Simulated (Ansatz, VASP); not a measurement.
# ZrC in two plane-wave programs, part 2 of 2

One calculation is typed for both programs; each brings its own data sets. How far apart do they land? The cell is taken from a series of runs on this material, whose earlier steps may have relaxed, scaled, displaced or heated it; both programs get it as it stands.

VASP 6.6.1 and Ansatz 0.2.0.

So far: Starting point; VASP: elastic constants, LDA.

### Step 3. Ansatz: elastic constants, LDA

Level of this step: Ansatz beside VASP: Kohn-Sham DFT, plane waves, LDA (Ansatz).

Ansatz runs on its default PAW (the set named soft_2) files.

The same cell, functional (in two slightly different forms), mesh and smearing now go to Ansatz, which takes its cutoff from its data sets.

Input file input.yaml:

```yaml
crystal:
  lattice:
    - [0.0, 2.3207528816, 2.3207528816]
    - [2.3207528816, 0.0, 2.3207528816]
    - [2.3207528816, 2.3207528816, 0.0]
  atoms:
    - { symbol: Zr, position: [0.5, 0.5, 0.5] }
    - { symbol: C, position: [0.0, 0.0, 0.0] }
kpoints:
  mp_grid: { grid: [28, 28, 28] }
hamiltonian:
  xc: lda
scf:
  occupations: { method: methfessel_paxton, width: 0.25 }
output:
  forces: true
  stress: true
  eigenvalues: true
elastic:
  mode: relaxed_ion
  stencil: two_point
  amplitude: 0.01
```

On the command line:

```
ansatz run input.yaml --threads 4 --pin off --max-ram 16384MiB --backend cpu --events-out ev --progress --plain --runs-dir out
```

Numbers of over 12 decimals in the logs are rounded to 6 here.

Log:

```text
Engine: ansatz 0.2.0, aarch64-unknown-linux-gnu
Pseudopotentials: kind: paw
Pseudopotential: Zr, paw, valence charge 12, recommended cutoff 420 eV (normal), Zr.paw.azcp
Pseudopotential: C, paw, valence charge 4, recommended cutoff 420 eV (normal), C.paw.azcp
Functional definition: SPW92
  exchange = slater_x
  correlation = pw_c
Crystal: 2 atoms, lattice volume = 24.999 Å³
Basis set: ecut = 420 eV, 531 PW (Γ)
Bands: 12, of which v1, the nominal top of the filled ones, is band 8 counted from 1 (7 counted from 0)
Symmetry: 48 space group operations
Space group: Fm-3m (ITA 225), of the structure as read, at distance tolerance 2.9e-5 Å
k-points: 624 of 21952
Non-local potential: Zr, projectors of the file, l = 0: 3, l = 1: 2, l = 2: 2, l = 3: 2
Non-local potential: C, projectors of the file, l = 0: 2, l = 1: 2, l = 2: 1
PAW form: soft (Blöchl's): semilocal exchange-correlation on the pseudo side does not see the compensation charge
PAW frozen core: Zr, regenerated for the run's functional, and the local potential with it (the file was generated under x = pbe(κ = 0.804, μ = 0.219515), c = pbe(β = 0.066725))
PAW frozen core: C, regenerated for the run's functional, and the local potential with it (the file was generated under x = pbe(κ = 0.804, μ = 0.219515), c = pbe(β = 0.066725))
PAW one-centre angular grid: Zr, 590 points (default); XC on 64 Gauss nodes
PAW one-centre angular grid: C, 110 points (default); XC on 64 Gauss nodes
Initial density: superposition of atomic densities (neutral atoms: chi_scale 0, normalization atom), corrected by the library's trained network
Initial wavefunctions: pseudopotential atomic-orbital guess
Functional: x = slater, c = lda
SCF iter   1: F=—  HF=-4322.323949 eV  |F-HF|=—  |Δ(HF+E_count)|=         —  Δρ=6.98e-3  dr2=1.26e-2  ethr=1.77e-3  ⟨swp⟩=5.0  Hψ=37999  notcnv=0
preconditioner: auto → none  [metal: Δε(μ)=0.008 eV  Ē_g=18.078 eV  σ=0.250 eV  W_gap=0.03  n_scr=8 (ndim 8)  ℏωp=27.8 eV  f_vac=0.000  D(μ)=0.29/eV (n_scr^D=0)  sad-step TF]
SCF iter   2: F=—  HF=-4322.322242 eV  |F-HF|=—  |Δ(HF+E_count)|=   1.71e-3  S|Δr|=    0.00e0  Δρ=4.57e-3  dr2=6.23e-3  ethr=7.87e-5  ⟨swp⟩=1.0  Hψ=12480  notcnv=0
SCF iter   3: F=—  HF=-4322.320928 eV  |F-HF|=—  |Δ(HF+E_count)|=   1.31e-3  S|Δr|=    0.00e0  Δρ=8.05e-4  dr2=6.03e-5  ethr=3.90e-5  ⟨swp⟩=2.2  Hψ=9660  notcnv=0
SCF iter   4: F=—  HF=-4322.320901 eV  |F-HF|=—  |Δ(HF+E_count)|=   2.68e-5  S|Δr|=    0.00e0  Δρ=1.08e-4  dr2=2.01e-6  ethr=3.77e-7  ⟨swp⟩=2.1  Hψ=12125  notcnv=0
SCF iter   5: F=—  HF=-4322.320900 eV  |F-HF|=—  |Δ(HF+E_count)|=   4.58e-7  S|Δr|=    0.00e0  Δρ=2.29e-5  dr2=1.48e-7  ethr=1.26e-8  ⟨swp⟩=2.7  Hψ=11561  notcnv=0
SCF iter   6: F=—  HF=-4322.320900 eV  |F-HF|=—  |Δ(HF+E_count)|=   4.61e-8  S|Δr|=    0.00e0  Δρ=2.89e-6  dr2=1.10e-9  ethr=9.23e-10  ⟨swp⟩=2.5  Hψ=12444  notcnv=0
SCF iter   7: F=—  HF=-4322.320900 eV  |F-HF|=—  |Δ(HF+E_count)|=  3.17e-10  S|Δr|=    0.00e0  Δρ=2.39e-7  dr2=1.06e-11  ethr=6.87e-12  ⟨swp⟩=2.0  Hψ=12479  notcnv=0
SCF iter   8: F=-4322.320900 eV  HF=-4322.320900 eV  |F-HF|=0.00e0  |Δ(HF+E_count)|=  1.82e-12  S|Δr|=    0.00e0  Δρ=1.04e-8  dr2=1.34e-14  ethr=1.00e-12  ⟨swp⟩=3.5  Hψ=32665  notcnv=0
SCF 1 converged in 8 iterations: F = -4322.320900 eV  dr2 = 1.34e-14
  greatest PAW one-centre occupation: 0.997 electrons in one spin orbital (limit 2), on the Zr atom at site 0 (counted from 0), in its partial waves of l = 0
Crystal: 2 atoms, lattice volume = 24.749 Å³
Symmetry: 16 space group operations
k-points: 1639 of 21952
Initial density: handed on by an earlier stage of this run
Initial wavefunctions: those handed on with the density
iter 1 solved again at ethr=9.36e-6 eV; its pass at ethr=3.10e-3 eV (dr2=1.50e-3 eV) is discarded
SCF iter   1: F=—  HF=-4322.317197 eV  |F-HF|=—  |Δ(HF+E_count)|=         —  Δρ=2.40e-3  dr2=1.56e-3  ethr=9.36e-6  ⟨swp⟩=1.2  Hψ=136596  notcnv=0
preconditioner: auto → none  [metal: Δε(μ)=0.002 eV  Ē_g=18.133 eV  σ=0.250 eV  W_gap=0.01  n_scr=8 (ndim 8)  ℏωp=27.9 eV  f_vac=0.000  D(μ)=0.29/eV (n_scr^D=0)]
[...]
SCF 2 converged in 8 iterations: F = -4322.316694 eV  dr2 = 1.06e-15
Crystal: 2 atoms, lattice volume = 25.249 Å³
[...]
preconditioner: auto → none  [metal: Δε(μ)=0.007 eV  Ē_g=18.037 eV  σ=0.250 eV  W_gap=0.02  n_scr=8 (ndim 8)  ℏωp=27.7 eV  f_vac=0.000  D(μ)=0.29/eV (n_scr^D=0)]
[...]
SCF 3 converged in 6 iterations: F = -4322.316976 eV  dr2 = 1.09e-14
Crystal: 2 atoms, lattice volume = 24.998 Å³
Symmetry: 8 space group operations
k-points: 3060 of 21952
[...]
preconditioner: auto → none  [metal: Δε(μ)=0.003 eV  Ē_g=18.083 eV  σ=0.250 eV  W_gap=0.01  n_scr=8 (ndim 8)  ℏωp=27.8 eV  f_vac=0.000  D(μ)=0.29/eV (n_scr^D=0)]
[...]
SCF iter   5: F=—  HF=-4322.319658 eV  |F-HF|=—  |Δ(HF+E_count)|=  3.73e-11  S|Δr|=    0.00e0  Δρ=2.93e-7  dr2=1.27e-11  ethr=1.54e-12  ⟨swp⟩=2.2  Hψ=57870  notcnv=0
SCF iter   6: F=—  HF=-4322.319658 eV  |F-HF|=—  |Δ(HF+E_count)|=  1.82e-12  S|Δr|=    0.00e0  Δρ=4.38e-8  dr2=1.35e-13  ethr=7.95e-14 (applied; sched 1.00e-12)  ⟨swp⟩=2.2  Hψ=52667  notcnv=0
SCF iter   7: F=-4322.319658 eV  HF=-4322.319658 eV  |F-HF|=1.82e-12  |Δ(HF+E_count)|=  1.82e-12  S|Δr|=    0.00e0  Δρ=3.65e-9  dr2=1.56e-15  ethr=1.00e-12  ⟨swp⟩=4.0  Hψ=116035  notcnv=0
SCF 4 converged in 7 iterations: F = -4322.319658 eV  dr2 = 1.56e-15
iter 1 solved again at ethr=2.20e-9 eV; its pass at ethr=3.10e-3 eV (dr2=3.52e-7 eV) is discarded
SCF iter   1: F=—  HF=-4322.319658 eV  |F-HF|=—  |Δ(HF+E_count)|=         —  Δρ=3.08e-5  dr2=2.87e-7  ethr=2.20e-9  ⟨swp⟩=2.2  Hψ=250348  notcnv=0
preconditioner: auto → none  [metal: Δε(μ)=0.004 eV  Ē_g=18.083 eV  σ=0.250 eV  W_gap=0.01  n_scr=8 (ndim 8)  ℏωp=27.8 eV  f_vac=0.000  D(μ)=0.29/eV (n_scr^D=0)]
SCF iter   2: F=—  HF=-4322.319658 eV  |F-HF|=—  |Δ(HF+E_count)|=   5.25e-8  S|Δr|=    0.00e0  Δρ=1.11e-5  dr2=3.03e-8  ethr=1.79e-9  ⟨swp⟩=2.0  Hψ=42054  notcnv=0
SCF iter   3: F=—  HF=-4322.319658 eV  |F-HF|=—  |Δ(HF+E_count)|=   7.22e-9  S|Δr|=    0.00e0  Δρ=2.25e-6  dr2=1.01e-9  ethr=1.90e-10  ⟨swp⟩=2.0  Hψ=41755  notcnv=0
SCF iter   4: F=—  HF=-4322.319658 eV  |F-HF|=—  |Δ(HF+E_count)|=  1.96e-10  S|Δr|=    0.00e0  Δρ=2.40e-7  dr2=9.69e-12  ethr=6.30e-12  ⟨swp⟩=2.0  Hψ=46529  notcnv=0
SCF iter   5: F=—  HF=-4322.319658 eV  |F-HF|=—  |Δ(HF+E_count)|=  1.82e-12  S|Δr|=    0.00e0  Δρ=4.51e-8  dr2=2.49e-13  ethr=6.06e-14 (applied; sched 1.00e-12)  ⟨swp⟩=2.2  Hψ=60971  notcnv=0
SCF iter   6: F=-4322.319658 eV  HF=-4322.319658 eV  |F-HF|=1.82e-12  |Δ(HF+E_count)|=    0.00e0  S|Δr|=    0.00e0  Δρ=8.21e-9  dr2=1.66e-14  ethr=1.00e-12  ⟨swp⟩=4.0  Hψ=109121  notcnv=0
SCF 5 converged in 6 iterations: F = -4322.319658 eV  dr2 = 1.66e-14
SCF converged after 8 iterations
Stability not checked: this state was not tested for a lower state beside it, because cold or Methfessel-Paxton smearing, or corrected tetrahedra, fill the levels in a way that the test cannot read (fill_not_monotonic; see scf.lower_state_search)
Free energy (F): -4322.320900 eV
Harris-Foulkes:  -4322.320900 eV  (|F-HF|=0.00e0)
Internal energy: -4322.321331 eV  (E = F + TS)
E sigma→0 (E₀):  -4322.321008 eV
Entropy (-TS):   0.000431 eV (0.215 meV/atom)
Fermi energy:    15.235146 eV
Step filling:    the computed levels leave a gap of 0.0000 eV = 0.0 smearing widths at the electron count; against every level under it full and every level over it empty, smearing changes F+E_penalty+E_count by -0.024 meV and its σ→0 estimate by -0.131 meV
--- Per-component energies (eV) ---
  E_band       = -41.234997
  E_kinetic    = 425.268849
  E_local      = -580.862633  (includes V_loc(G=0)·N_el)
  E_nonlocal   = 109.834059
  E_hartree    = 173.612227
  E_xc         = -210.589068
  E_vxc        = -253.050050  (∫ρ·V_xc dr)
  E_paw        = -2939.828781  (= ΣΔE_a)
  E_vpaw       = -89.649708  (= ΣTr[D̂ρ^β])
  E_aug_tail   = 0.000033  (compensation charges beyond the density's cutoff)
  E_ewald      = -1300.189251
  E_core_change = 0.433233  (= ΣΔE_core)
  E_smearing   = 0.000431  (= −TS)
  E_closure    = -0.000000  (closes the sum)
  Σ components = -4322.320900   (vs F -4322.320900, Δ=0.00e0)
--- Forces (eV/Å), atoms counted from 1 ---
  atom   1  Zr     0.00000000     0.00000000     0.00000000
  atom   2  C     -0.00000000     0.00000000    -0.00000000
  max |Σ_I F_I| component: 3.48e-29 eV/Å
--- Stress (GPa, compression-positive) ---
       -0.000367       0.000000       0.000000
       -0.000000      -0.000367       0.000000
        0.000000       0.000000      -0.000367
  P = ⅓ Tr σ = -0.0004 GPa (-0.004 kbar)
--- Band table (eV; the first three rows and the last of 624) ---
  k-point 0: bands = [... 4 lower, 3.9233, 16.1747, 16.1747, 16.1747, 16.2782, 16.2782, 16.2782, 18.1356]
  k-point 1: bands = [... 4 lower, 3.9551, 15.7688, 15.9121, 15.9121, 16.4093, 16.4093, 16.6174, 18.3304]
  k-point 2: bands = [... 4 lower, 4.0491, 15.2611, 15.4918, 15.4918, 16.5454, 16.5454, 16.9359, 18.8037]
  k-point 623: bands = [... 4 lower, 5.8575, 12.4934, 12.8786, 12.8786, 18.5874, 18.5874, 21.1440, 22.5930]
--- Elastic constants: 2 strain directions × 2 members + reference (group order 48) ---
  dense FFT box of the reference and of every strained cell: 24×24×24
  strains applied: 11, 23; error gains: componentwise 1.00 (the most a stress slope's error grows in a printed constant), spectral 1.73 (1 for all six strains in a standard setting)
  C = ∂σ_k/∂η_j (tension-positive GPa; Voigt order 11 22 33 23 13 12):
       521.682    110.137    110.137     -0.000     -0.000      0.000
       110.137    521.682    110.137      0.000      0.000     -0.000
       110.137    110.137    521.682     -0.000      0.000      0.000
        -0.000      0.000      0.000    159.527     -0.000     -0.000
        -0.000      0.000      0.000      0.000    159.527     -0.000
        -0.000      0.000     -0.000      0.000     -0.000    159.527
  reference stress σ⁰ (GPa):      0.000      0.000      0.000     -0.000     -0.000     -0.000
  C* (energy form; C + prestress term) asymmetry max|C*_kj − C*_jk| = 8.527e-14 GPa — a small one proves nothing (zero by symmetry where the batch's group is 432, −43m or m−3m); a large one is finite-difference/SCF noise where every solve meets its electron count
  moduli (Voigt/Reuss/Hill, GPa): K = 247.32/247.32/247.32   G = 178.03/175.28/176.65   E = 428.05   ν = 0.212
  mechanically stable: yes (min eigenvalue of sym C = 159.53 GPa)
  strain η (Voigt 11):  stress-route row diagonal C_11 = 521.68 GPa, energy-path curvature d²(F+E_count+ΔE)/dδ²/Ω₀ = 521.36 GPa
         δ    σ_11 (GPa)             F (eV)   n_scf  n_hpsi   n_pw
    -1.000e-2      -5.4891       -4322.3166935       8  396747    531   relax 0 steps, max|allowed force component| 4.73e-30 eV/Å
     1.000e-2       4.9446       -4322.3169764       6  329816    531   relax 0 steps, max|allowed force component| 6.71e-30 eV/Å
  strain η (Voigt 23):  stress-route row diagonal C_44 = 159.53 GPa, energy-path curvature d²(F+E_count+ΔE)/dδ²/Ω₀ = 159.53 GPa
         δ    σ_23 (GPa)             F (eV)   n_scf  n_hpsi   n_pw
    -1.000e-2      -1.5953       -4322.3196583       7  664086    531   relax 0 steps, max|allowed force component| 8.38e-30 eV/Å
     1.000e-2       1.5953       -4322.3196583       6  593376    531   relax 0 steps, max|allowed force component| 9.70e-29 eV/Å
```

The column dr2 measures how far the density is from self-consistency, as an energy; F and HF (Harris–Foulkes) agree once it is small.

### Step 4. Differences

Known differences besides the potentials themselves: the two LDA forms differ slightly; the cutoff is 420 eV in Ansatz and 600 eV in VASP; VASP's log shows a relativistic correction to its local exchange, Ansatz's none; VASP takes each elastic constant from one size of strain, Ansatz from those that its log lists. Total energies have different zeros and are not compared.

The two programs side by side:

```csv
quantity,Ansatz,VASP,difference
C11 (GPa),521.7,525.1,-0.66 %
C22 (GPa),521.7,525.1,-0.66 %
C33 (GPa),521.7,525.1,-0.66 %
C12 (GPa),110.1,109.6,+0.49 %
C13 (GPa),110.1,109.6,+0.49 %
C23 (GPa),110.1,109.6,+0.49 %
C44 (GPa),159.5,159.0,+0.33 %
C55 (GPa),159.5,159.0,+0.33 %
C66 (GPa),159.5,159.0,+0.33 %
```

### Step 5. Summary of results

```yaml
difference_in_c11_elastic_constants_lda: -0.66 %
```

In words: The difference in C11 is -0.66 % (elastic constants, LDA), within the 5 % picked in this series as the mark of a large difference. Such differences can come from data sets, numerical settings and the points named under the comparisons, not from the functional's error against experiment.

[Lines on the potential files, build, host, timing and source positions are cut from VASP's logs without a mark.]

[Logs are printed without paths, hosts, clocks, repeated set-up lines and the standing remarks that a program may print on its own settings, such as how far it seeks lower states.]

[Hosts, paths, dates, database ids (printed as entryN), source tags and the programs' standing remarks are cut or masked in the printed files.]
